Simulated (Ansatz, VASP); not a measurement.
**Ge2H (Ge(111) slab, H on both faces) in two plane-wave programs**

Aim: how closely do two programs agree when they are given the same cell, functional and k mesh? The cell is taken from a series of runs on this material, whose earlier steps may have relaxed, scaled, displaced or heated it; both programs get it as it stands.

Method: plane waves, with VASP 6.6.1 beside it; single point at PBE, in Ansatz 0.2.0.

### Step 1. Starting point

The cell holds 54 atoms: 36 Ge and 18 H. Cell: a = 12.002 Å, b = 12.002 Å, c = 19.143 Å, α = 90.0°, β = 90.0°, γ = 120.0°. It derives from Ge (diamond-structure). As first built, before any earlier steps moved the atoms (in the runner's words): diamond-structure Ge (a = 5.658 A), (111) slab of 4 atomic planes, 3 x 3 surface cells, H on the broken bonds of both faces; displaced by a Gaussian of 0.02 A Then every atom was moved at random, 0.02 A r.m.s. a Cartesian component (hydrogen 0.6 of that). Vacuum lies along c.

### Step 2. VASP: single point, PBE, pair 1

With cell and atoms fixed, the geometry can't cause a difference; cores, projectors, grids and the points listed under the comparison can.

Lines of VASP's logs that name or quote its potential files are left out, and so is its time.

File INCAR:

```
SYSTEM = Ge2H
PREC = Accurate
ENCUT = 410
EDIFF = 1E-06
NELM = 120
ISMEAR = -1
SIGMA = 0.05
LREAL = Auto
ALGO = Normal
GGA = PE
NBANDS = 304
LORBIT = 11
LWAVE = .FALSE.
LCHARG = .FALSE.
ISIF = 2
LASPH = .TRUE.
GGA_COMPAT = .FALSE.
EFERMI = MIDGAP
NCORE = 2
```

File POSCAR:

```
Ge2H
1.0
   12.0024300000      0.0000000000      0.0000000000
   -6.0012200000     10.3944100000      0.0000000000
    0.0000000000      0.0000000000     19.1433100000
Ge H
36 18
Direct
    0.4420000000      0.8887900000      0.4336800000
    0.6698600000      0.0032500000      0.3934100000
    0.2214300000      0.7787100000      0.6092300000
    0.4470800000      0.8861400000      0.5628900000
    0.4421600000      0.5546800000      0.4381900000
    0.6696000000      0.6677300000      0.3942900000
    0.2225200000      0.4414600000      0.6064700000
    0.4484300000      0.5618100000      0.5647200000
    0.7782900000      0.8909300000      0.4363600000
    0.0005800000      0.9992100000      0.3915300000
    0.5587100000      0.7774600000      0.6045000000
    0.7782300000      0.8884300000      0.5629800000
    0.4448200000      0.2213100000      0.4364500000
    0.6664800000      0.3295100000      0.3935900000
    0.2253300000      0.1141600000      0.6064600000
    0.4460900000      0.2190100000      0.5632100000
    0.7730300000      0.5533200000      0.4349300000
    0.9986600000      0.6626500000      0.3913500000
    0.5610500000      0.4489700000      0.6058100000
    0.7779200000      0.5555000000      0.5637900000
    0.1129600000      0.8884800000      0.4379500000
    0.3311800000      0.9979900000      0.3935500000
    0.8913000000      0.7792000000      0.6058200000
    0.1101200000      0.8861500000      0.5633200000
    0.7771700000      0.2253800000      0.4359000000
    0.9987900000      0.3363100000      0.3927200000
    0.5567400000      0.1104300000      0.6079400000
    0.7799000000      0.2197900000      0.5617200000
    0.1109100000      0.5564900000      0.4350600000
    0.3350000000      0.6680500000      0.3932600000
    0.8878200000      0.4439300000      0.6062900000
    0.1118200000      0.5540000000      0.5635000000
    0.1068300000      0.2259800000      0.4376800000
    0.3334600000      0.3298000000      0.3920200000
    0.8904300000      0.1130600000      0.6099200000
    0.1079400000      0.2181900000      0.5626200000
    0.6661200000      0.9999500000      0.3124500000
    0.2259000000      0.7809500000      0.6860900000
    0.6647800000      0.6644900000      0.3132800000
    0.2218000000      0.4472900000      0.6868700000
    0.9973700000      0.0009300000      0.3147800000
    0.5543800000      0.7770600000      0.6875200000
    0.6671700000      0.3302700000      0.3122000000
    0.2194100000      0.1071000000      0.6863500000
    0.9951300000      0.6621500000      0.3125600000
    0.5573300000      0.4456700000      0.6871500000
    0.3355200000      0.0027600000      0.3127500000
    0.8903500000      0.7799300000      0.6872900000
    0.0021500000      0.3343000000      0.3163400000
    0.5569700000      0.1126600000      0.6861800000
    0.3293400000      0.6647300000      0.3129800000
    0.8896300000      0.4422900000      0.6883400000
    0.3350500000      0.3378200000      0.3122600000
    0.8872100000      0.1097700000      0.6858500000
```

File KPOINTS:

```
Automatic mesh
0
Gamma
1 1 1
0 0 0
```

Potentials, in the order of the species: Ge_d and H (PBE family, release 64).

Launch:

```bash
mpirun -np 8 vasp_gam
```

Numbers of over 12 decimals in the logs are rounded to 6 here.

What it wrote:

```text
[banner, memory and clock lines left out]
running    8 mpi-ranks, on    1 nodes
[...]
LDA part: xc-table for (Slater+PW92), standard interpolation
 POSCAR, INCAR and KPOINTS ok, starting setup
[...]
entering main loop
       N       E                     dE             d eps       ncg     rms          rms(c)
DAV:   1     0.755407742556E+04    0.75541E+04   -0.23874E+05   728   0.313E+03
DAV:   2     0.160390798963E+04   -0.59502E+04   -0.58098E+04   736   0.795E+02
DAV:   3    -0.137573370055E+02   -0.16177E+04   -0.15523E+04   832   0.251E+02
DAV:   4    -0.209015374992E+03   -0.19526E+03   -0.19221E+03   736   0.969E+01
[...]
DAV:  23    -0.211256388497E+03   -0.84887E-05   -0.10296E-06   392   0.742E-03    0.532E-04
DAV:  24    -0.211256390781E+03   -0.22841E-05   -0.42216E-07   408   0.551E-03    0.285E-04
DAV:  25    -0.211256391673E+03   -0.89208E-06   -0.37122E-07   384   0.314E-03
   1 F= -.21125639E+03 E0= -.21125561E+03  d E =-.157079E-02
```

From OUTCAR (step 2):

```text
  Total       19.7192272     15.6770444      5.5080088     -1.9235349     -2.0718790      1.3914587
  in kB       13.2286162     10.5169235      3.6950400     -1.2904007     -1.3899172      0.9334581
  external PRESSURE =       9.1468599 kB  Pullay stress =       0.0000000 kB

 POSITION                                       TOTAL-FORCE (eV/Angst)
 -----------------------------------------------------------------------------------
     -0.02875      9.23845      8.30207         0.570236      0.196546      0.233169
      8.02044      0.03378      7.53117        -0.431104     -0.199976      0.118278
     -2.01551      8.09423     11.66268         0.498553     -0.304205     -1.839474
      0.04813      9.21090     10.77558        -0.667401      0.260167      0.153543
      1.97824      5.76557      8.38841         0.503599     -0.042980     -0.592975
      4.02963      6.94066      7.54802        -0.850712     -0.027542      0.123611
      0.02148      4.58872     11.60984         0.008734      0.216083     -0.404975
      2.01070      5.83968     10.81061        -0.015773     -1.049053      0.106288
      3.99470      9.26069      8.35337         0.338853     -0.066135     -0.370601
     -5.98952     10.38620      7.49518        -0.075308      0.326854      1.971966
      2.04017      8.08124     11.57213        -0.185824      0.399516      0.741016
      4.00899      9.23471     10.77730         0.267217      0.452936      0.396405
      4.01079      2.30039      8.35510         0.062085     -0.307623     -0.314034
      6.02192      3.42506      7.53462        -0.653326      0.445636     -0.108810
[...]
-----------------------------------------------------------------------------------
    total drift:                                0.011513      0.012207     -0.001047

  FREE ENERGIE OF THE ION-ELECTRON SYSTEM (eV)
  ---------------------------------------------------
  free  energy   TOTEN  =      -211.2563916729 eV

  energy  without entropy=     -211.2548208870  energy(sigma->0) =     -211.25560628

[... 3 further parts left out ...]
[key lines of the parts left out:]
E-fermi :  -0.6031
```

### Step 3. Ansatz: single point, PBE, pair 1

Ansatz runs on its default PAW (the set named soft_2) files.

The same cell, functional, mesh and smearing now go to Ansatz, which takes its cutoff from its data sets.

File input.yaml:

```yaml
crystal:
  lattice:
    - [12.00243, 0.0, 0.0]
    - [-6.00122, 10.39441, 0.0]
    - [0.0, 0.0, 19.14331]
  atoms:
    - { symbol: Ge, position: [0.442, 0.88879, 0.43368] }
    - { symbol: Ge, position: [0.66986, 0.00325, 0.39341] }
    - { symbol: Ge, position: [0.22143, 0.77871, 0.60923] }
    - { symbol: Ge, position: [0.44708, 0.88614, 0.56289] }
    - { symbol: Ge, position: [0.44216, 0.55468, 0.43819] }
    - { symbol: Ge, position: [0.6696, 0.66773, 0.39429] }
    - { symbol: Ge, position: [0.22252, 0.44146, 0.60647] }
    - { symbol: Ge, position: [0.44843, 0.56181, 0.56472] }
    - { symbol: Ge, position: [0.77829, 0.89093, 0.43636] }
    - { symbol: Ge, position: [0.00058, 0.99921, 0.39153] }
    - { symbol: Ge, position: [0.55871, 0.77746, 0.6045] }
    - { symbol: Ge, position: [0.77823, 0.88843, 0.56298] }
    - { symbol: Ge, position: [0.44482, 0.22131, 0.43645] }
    - { symbol: Ge, position: [0.66648, 0.32951, 0.39359] }
    - { symbol: Ge, position: [0.22533, 0.11416, 0.60646] }
    - { symbol: Ge, position: [0.44609, 0.21901, 0.56321] }
    - { symbol: Ge, position: [0.77303, 0.55332, 0.43493] }
    - { symbol: Ge, position: [0.99866, 0.66265, 0.39135] }
    - { symbol: Ge, position: [0.56105, 0.44897, 0.60581] }
    - { symbol: Ge, position: [0.77792, 0.5555, 0.56379] }
    - { symbol: Ge, position: [0.11296, 0.88848, 0.43795] }
    - { symbol: Ge, position: [0.33118, 0.99799, 0.39355] }
    - { symbol: Ge, position: [0.8913, 0.7792, 0.60582] }
    - { symbol: Ge, position: [0.11012, 0.88615, 0.56332] }
    - { symbol: Ge, position: [0.77717, 0.22538, 0.4359] }
    - { symbol: Ge, position: [0.99879, 0.33631, 0.39272] }
    - { symbol: Ge, position: [0.55674, 0.11043, 0.60794] }
    - { symbol: Ge, position: [0.7799, 0.21979, 0.56172] }
    - { symbol: Ge, position: [0.11091, 0.55649, 0.43506] }
    - { symbol: Ge, position: [0.335, 0.66805, 0.39326] }
    - { symbol: Ge, position: [0.88782, 0.44393, 0.60629] }
    - { symbol: Ge, position: [0.11182, 0.554, 0.5635] }
    - { symbol: Ge, position: [0.10683, 0.22598, 0.43768] }
    - { symbol: Ge, position: [0.33346, 0.3298, 0.39202] }
    - { symbol: Ge, position: [0.89043, 0.11306, 0.60992] }
    - { symbol: Ge, position: [0.10794, 0.21819, 0.56262] }
    - { symbol: H, position: [0.66612, 0.99995, 0.31245] }
    - { symbol: H, position: [0.2259, 0.78095, 0.68609] }
    - { symbol: H, position: [0.66478, 0.66449, 0.31328] }
    - { symbol: H, position: [0.2218, 0.44729, 0.68687] }
    - { symbol: H, position: [0.99737, 0.00093, 0.31478] }
    - { symbol: H, position: [0.55438, 0.77706, 0.68752] }
    - { symbol: H, position: [0.66717, 0.33027, 0.3122] }
    - { symbol: H, position: [0.21941, 0.1071, 0.68635] }
    - { symbol: H, position: [0.99513, 0.66215, 0.31256] }
    - { symbol: H, position: [0.55733, 0.44567, 0.68715] }
    - { symbol: H, position: [0.33552, 0.00276, 0.31275] }
    - { symbol: H, position: [0.89035, 0.77993, 0.68729] }
    - { symbol: H, position: [0.00215, 0.3343, 0.31634] }
    - { symbol: H, position: [0.55697, 0.11266, 0.68618] }
    - { symbol: H, position: [0.32934, 0.66473, 0.31298] }
    - { symbol: H, position: [0.88963, 0.44229, 0.68834] }
    - { symbol: H, position: [0.33505, 0.33782, 0.31226] }
    - { symbol: H, position: [0.88721, 0.10977, 0.68585] }
kpoints:
  mp_grid: { grid: [1, 1, 1] }
hamiltonian:
  xc: pbe
scf:
  occupations: { method: fermi_dirac, width: 0.05 }
output:
  forces: true
  eigenvalues: true
  populations: true
```

Launch:

```bash
ansatz run input.yaml --threads 4 --pin off --max-ram 8192MiB --backend cpu --events-out ev --progress --plain --runs-dir out
```

What it wrote:

```text
Engine: ansatz 0.2.0, aarch64-unknown-linux-gnu
Pseudopotentials: kind: paw
Pseudopotential: Ge, paw, valence charge 14, recommended cutoff 420 eV (normal), Ge.paw.azcp
Pseudopotential: H, paw, valence charge 1, recommended cutoff 420 eV (normal), H.paw.azcp
Functional definition: PBE
  parameter kappa = 0.804
  parameter beta = 0.066725
  exchange = pbe_x(kappa = kappa, mu = beta*pi^2/3)
  correlation = pbe_c(beta = beta)
Crystal: 54 atoms, lattice volume = 2388.284 Å³
Basis set: ecut = 420 eV, 46521 PW (Γ), exchange–correlation on 162×162×256 points (8 copies of the dense FFT grid, shifted against one another)
Bands: 315, of which v1, the nominal top of the filled ones, is band 261 counted from 1 (260 counted from 0)
Symmetry: 1 space group operations
Space group: P1 (ITA 1), of the structure as read, at distance tolerance 1.3e-4 Å
k-points: 1
Non-local potential: Ge, projectors of the file, l = 0: 2, l = 1: 2, l = 2: 3, l = 3: 1
Non-local potential: H, projectors of the file, l = 0: 2, l = 1: 1
PAW form: soft (Blöchl's): semilocal exchange-correlation on the pseudo side does not see the compensation charge
PAW one-centre angular grid: Ge, 590 points (default); XC on 64 Gauss nodes
PAW one-centre angular grid: H, 110 points (default); XC on 64 Gauss nodes
Initial density: superposition of atomic densities (neutral atoms: chi_scale 0, normalization atom), corrected by the library's trained network
Initial wavefunctions: pseudopotential atomic-orbital guess
Functional: x = pbe(κ = 0.804, μ = 0.219515), c = pbe(β = 0.066725)
SCF iter   1: F=—  HF=-154892.793846 eV  |F-HF|=—  |Δ(HF+E_count)|=         —  Δρ=2.98e-3  dr2=2.36e-1  ethr=1.77e-3  ⟨swp⟩=6.0  Hψ=1147  notcnv=0  defer=4
preconditioner: auto → Resta (q_TF=auto, 2.117 Å⁻¹)  ε∞=1.6  [insulator: Δε(μ)=0.730 eV  Ē_g=21.733 eV  σ=0.050 eV  W_gap=1.00  n_scr=378 (ndim 8)  ℏωp=17.4 eV  f_vac=0.588  D(μ)=0.06/eV (n_scr^D=0)  ε∞_Penn≈1.6  vacuum switching on, ρ_ref=3.4e-2 e/Å³]
SCF iter   2: F=—  HF=-154892.740495 eV  |F-HF|=—  |Δ(HF+E_count)|=   5.34e-2  Δρ=1.41e-3  dr2=4.73e-2  ethr=4.53e-5  ⟨swp⟩=3.0  Hψ=651  notcnv=0  defer=27
SCF iter   3: F=—  HF=-154892.745308 eV  |F-HF|=—  |Δ(HF+E_count)|=   4.81e-3  Δρ=6.13e-4  dr2=2.77e-2  ethr=9.06e-6  ⟨swp⟩=2.0  Hψ=573  notcnv=0  defer=27
SCF iter   4: F=—  HF=-154892.740184 eV  |F-HF|=—  |Δ(HF+E_count)|=   5.12e-3  Δρ=2.01e-4  dr2=1.52e-3  ethr=5.32e-6  ⟨swp⟩=2.0  Hψ=341  notcnv=0  defer=27
SCF iter   5: F=—  HF=-154892.740154 eV  |F-HF|=—  |Δ(HF+E_count)|=   2.92e-5  Δρ=7.74e-5  dr2=5.22e-4  ethr=2.92e-7  ⟨swp⟩=2.0  Hψ=529  notcnv=0  defer=27
SCF iter   6: F=—  HF=-154892.740171 eV  |F-HF|=—  |Δ(HF+E_count)|=   1.64e-5  Δρ=4.11e-5  dr2=1.75e-4  ethr=1.00e-7  ⟨swp⟩=2.0  Hψ=333  notcnv=0  defer=27
SCF iter   7: F=—  HF=-154892.740146 eV  |F-HF|=—  |Δ(HF+E_count)|=   2.53e-5  Δρ=1.82e-5  dr2=1.06e-5  ethr=3.36e-8  ⟨swp⟩=2.0  Hψ=323  notcnv=0  defer=27
SCF iter   8: F=—  HF=-154892.740427 eV  |F-HF|=—  |Δ(HF+E_count)|=   2.81e-4  Δρ=4.95e-6  dr2=2.13e-6  ethr=2.04e-9  ⟨swp⟩=2.0  Hψ=576  notcnv=0  defer=27
SCF iter   9: F=—  HF=-154892.740427 eV  |F-HF|=—  |Δ(HF+E_count)|=   4.40e-8  Δρ=1.90e-6  dr2=1.43e-7  ethr=4.08e-10  ⟨swp⟩=2.0  Hψ=341  notcnv=0  defer=27
SCF iter  10: F=-154892.740427 eV  HF=-154892.740427 eV  |F-HF|=5.38e-9  |Δ(HF+E_count)|=   5.21e-8  Δρ=6.79e-7  dr2=2.06e-8  ethr=1.92e-11  ⟨swp⟩=12.0  Hψ=1298  notcnv=0
SCF 1 converged in 10 iterations: F = -154892.740427 eV  dr2 = 2.06e-8
  greatest PAW one-centre occupation: 0.998 electrons in one spin orbital (limit 2), on the Ge atom at site 34 (counted from 0), in its partial waves of l = 2
SCF converged after 10 iterations
Free energy (F): -154892.740427 eV
Harris-Foulkes:  -154892.740427 eV  (|F-HF|=5.38e-9)
Internal energy: -154892.738790 eV  (E = F + TS)
E sigma→0 (E₀):  -154892.739608 eV
Entropy (-TS):   -0.001637 eV (-0.030 meV/atom)
Fermi energy:    0.634891 eV
--- Per-component energies (eV) ---
  E_band       = -9522.811104
  E_kinetic    = 4262.712198
  E_local      = -372874.127409  (includes V_loc(G=0)·N_el)
  E_nonlocal   = 15133.944356
  E_hartree    = 178916.677646
  E_xc         = -2872.655683
  E_vxc        = -2522.752421  (∫ρ·V_xc dr)
  E_paw        = -72767.691766  (= ΣΔE_a)
  E_vpaw       = -11355.933309  (= ΣTr[D̂ρ^β])
  E_aug_tail   = -0.010487  (compensation charges beyond the density's cutoff)
  E_ewald      = 95308.412355
  E_smearing   = -0.001637  (= −TS)
  E_closure    = -0.000000  (closes the sum)
  Σ components = -154892.740427   (vs F -154892.740427, Δ=0.00e0)
--- Forces (eV/Å), atoms counted from 1 ---
  atom   1  Ge     0.57033143     0.19834979     0.23350344
  atom   2  Ge    -0.43095693    -0.19843435     0.13976525
  atom   3  Ge     0.49802466    -0.30428113    -1.87656966
  atom   4  Ge    -0.67010418     0.25968008     0.15338350
  atom   5  Ge     0.50273897    -0.04597693    -0.59441030
  atom   6  Ge    -0.85000544    -0.02739097     0.14338636
  atom   7  Ge     0.00930037     0.21336220    -0.42765318
  atom   8  Ge    -0.01776948    -1.05272188     0.10833855
  atom   9  Ge     0.33796179    -0.06642467    -0.37275652
  atom  10  Ge    -0.07067104     0.32595298     2.00924905
  atom  11  Ge    -0.18374103     0.40380905     0.72695651
  atom  12  Ge     0.26914888     0.45540776     0.39777106
  atom  13  Ge     0.06185706    -0.30435918    -0.31585973
  atom  14  Ge    -0.65652459     0.44476420    -0.08999967
  atom  15  Ge    -0.08508131    -0.57585784    -0.67312103
  atom  16  Ge    -0.14158661     0.70714695     0.41080441
  atom  17  Ge     0.77159862    -0.05541931     0.07934705
  atom  18  Ge    -0.41988182     0.36080667     1.07746198
  atom  19  Ge    -0.51043222    -0.58092843    -0.08696789
  atom  20  Ge     0.30159256     0.27316720    -0.07958824
  atom  21  Ge    -0.39336975    -0.41736647    -0.84153951
  atom  22  Ge     0.01773716     0.34115668     0.12525339
  atom  23  Ge    -0.25998982    -0.23863114    -0.05813493
  atom  24  Ge     0.17673821     0.64987548     0.57035379
[...]
atom  47  H     -0.06550412    -0.05421401    -0.05715964
  atom  48  H      0.01766489     0.00322776    -0.11924939
  atom  49  H      0.03424048    -0.05332653    -1.55132610
  atom  50  H      0.00595877     0.02068226     0.85700830
  atom  51  H      0.06569885    -0.00388916    -0.22213715
  atom  52  H     -0.04911646    -0.00323877    -0.25806995
  atom  53  H      0.01334301    -0.05228824    -0.31694077
  atom  54  H     -0.02909267     0.02508490     1.70842034
  max |Σ_I F_I| component: 2.36e-5 eV/Å
--- Band table (eV) ---
  k-point 0: bands = [... 257 lower, -0.6030, -0.4517, 0.1260, 0.2888, 0.9796, 1.2007, 1.6166, 1.6186, ... 50 higher]
--- Löwdin populations: 54 sites ---
  site symbol       q [e]
     0     Ge     13.9837
     1     Ge     13.9184
     2     Ge     13.9094
     3     Ge     13.9967
     4     Ge     13.9956
     5     Ge     13.9204
     6     Ge     13.9200
     7     Ge     13.9822
     8     Ge     13.9845
     9     Ge     13.9100
    10     Ge     13.9085
    11     Ge     13.9882
    12     Ge     13.9844
    13     Ge     13.9062
    14     Ge     13.9137
    15     Ge     13.9844
    16     Ge     13.9850
    17     Ge     13.9163
    18     Ge     13.9203
    19     Ge     13.9858
    20     Ge     13.9867
    21     Ge     13.9112
    22     Ge     13.9124
    23     Ge     13.9832
[...]
46      H      1.0261
    47      H      1.0267
    48      H      1.0187
    49      H      1.0207
    50      H      1.0284
    51      H      1.0309
    52      H      1.0216
    53      H      1.0133
  spilling = 0.002656 (of n_electrons = 522.000000)
```

### Step 4. Differences

Known differences besides the potentials themselves: the cutoff is 420 eV in Ansatz and 410 eV in VASP (PREC = Accurate, projectors in real space). Total energies have different zeros and are not compared.

The two programs side by side:

| quantity | Ansatz | VASP | difference |
| --- | --- | --- | --- |
| gap on the k mesh (eV) | 0.691 | 0.696 | -0.005 |

Forces on 7 of the 54 atoms, those with the largest forces and the largest differences (eV/Å; atoms numbered as in POSCAR):

| atom | Ansatz x, y, z | VASP x, y, z |
| --- | --- | --- |
| Ge3 | 0.498, -0.304, -1.877 | 0.499, -0.304, -1.839 |
| Ge10 | -0.071, 0.326, 2.009 | -0.075, 0.327, 1.972 |
| Ge26 | -0.103, 0.031, 1.640 | -0.099, 0.034, 1.601 |
| Ge35 | -0.005, -0.482, -2.198 | -0.006, -0.482, -2.155 |
| H41 | 0.023, -0.010, -1.404 | 0.025, -0.011, -1.365 |
| H49 | 0.034, -0.053, -1.551 | 0.033, -0.053, -1.510 |
| H54 | -0.029, 0.025, 1.708 | -0.029, 0.026, 1.663 |

The forces differ by 13 meV/Å r.m.s., which is 2.5 % of the r.m.s. force of 0.529 eV/Å (both taken over all components). A gap on the mesh is an upper bound, since the band edges may lie between its points. With vacuum in the cell, a pressure given here is an average over mostly empty space and none of the material.

(Part 1 of 2 ends here.)

[Lines on the potential files, build, host, timing and source positions are cut from VASP's logs without a mark.]

[Logs are printed without paths, hosts, clocks, repeated set-up lines and the standing remarks that a program may print on its own settings, such as how far it seeks lower states.]

[Hosts, paths, dates, database ids (printed as entryN), source tags and the programs' standing remarks are cut or masked in the printed files.]
